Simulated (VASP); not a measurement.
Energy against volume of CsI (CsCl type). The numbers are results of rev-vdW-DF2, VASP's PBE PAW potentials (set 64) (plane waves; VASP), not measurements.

| V (Å³/atom) | E (eV/atom) |
|---|---|
| 43.935 | -0.63611 |
| 45.337 | -0.64262 |
| 46.739 | -0.64484 |
| 48.141 | -0.64350 |
| 49.543 | -0.63919 |

Fit a third-order Birch-Murnaghan equation of state.

| Quantity | Result |
|---|---|
| volume per atom | 46.87 Å³/atom |
| bulk modulus | 13.3 GPa |
| pressure derivative of the bulk modulus | 5.10 |
| lattice constant a | 4.543 Å |

The compound is CsI in the CsCl type structure. It was relaxed first.
